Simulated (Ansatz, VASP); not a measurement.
Two plane-wave programs on GaB

Contents of INCAR:

```
SYSTEM = GaB
PREC     = Accurate       ! precision mode
ENCUT    = 520            ! plane-wave cutoff, eV
EDIFF    = 1E-7           ! SCF threshold, eV
ISMEAR   = -1             ! smearing method
SIGMA    = 0.05           ! smearing width, eV
LREAL    = .FALSE.        ! projectors in reciprocal space
LASPH    = .TRUE.         ! aspherical terms in the spheres
NELM     = 80             ! most SCF steps
ALGO     = Normal         ! electronic algorithm
ISIF     = 2              ! what is computed and relaxed
LWAVE    = .FALSE.        ! write WAVECAR
LCHARG   = .TRUE.         ! write CHGCAR
GGA      = PE             ! functional
LELF     = .TRUE.         ! ELF
LVHAR    = .TRUE.       
NBANDS   = 15             ! bands
```

Contents of KPOINTS:

```
regular mesh
0
G
  10 10 8
  0 0 0
```

POSCAR

```
GaB
1.0
    2.7540104178      0.0000000000      0.0000000000
    0.0000000000      2.7540104178      0.0000000000
    0.0000000000      0.0000000000      3.2787965942
Ga B
1 1
Direct
    0.5000000000      0.5000000000      0.5000000000
    0.0000000000      0.0000000000      0.0000000000
```

File input.yaml:

```yaml
crystal:
  lattice:
    - [2.7540104178, 0.0, 0.0]
    - [0.0, 2.7540104178, 0.0]
    - [0.0, 0.0, 3.2787965942]
  atoms:
    - { symbol: Ga, position: [0.5, 0.5, 0.5] }
    - { symbol: B, position: [0.0, 0.0, 0.0] }
hamiltonian:
  xc: pbe
  pseudopotentials: { kind: paw }
kpoints:
  mp_grid: { grid: [10, 10, 8] }
scf:
  occupations: { method: fermi_dirac, width: 0.05 }
output:
  forces: true
  stress: true
  eigenvalues: true
```

The cell was built by a generator and needn't be a form met in nature.

Alike in both runs: task single point; functional PBE; k mesh 10 × 10 × 8; occupations fermi-dirac, width 0.05 eV; no spin polarisation.

```csv
,VASP,Ansatz
version,VASP 6.6.1,Ansatz 0.2.0
potentials or method,"VASP PAW PBE potentials, release 64 (Ga_d, B)",Ansatz PAW
plane-wave cutoff (eV),520,420
valence electrons in the cell,16,16
```

```tsv
	VASP	Ansatz	Ansatz less VASP
gap on the k mesh at the Fermi level (eV)	none	none	-
pressure (GPa)	-3.5	-3.7	-0.17
largest component of the traceless stress (GPa)	1.02	1.01	-0.009
```

A gap of «none» marks a metal or a gap that the smearing closes.
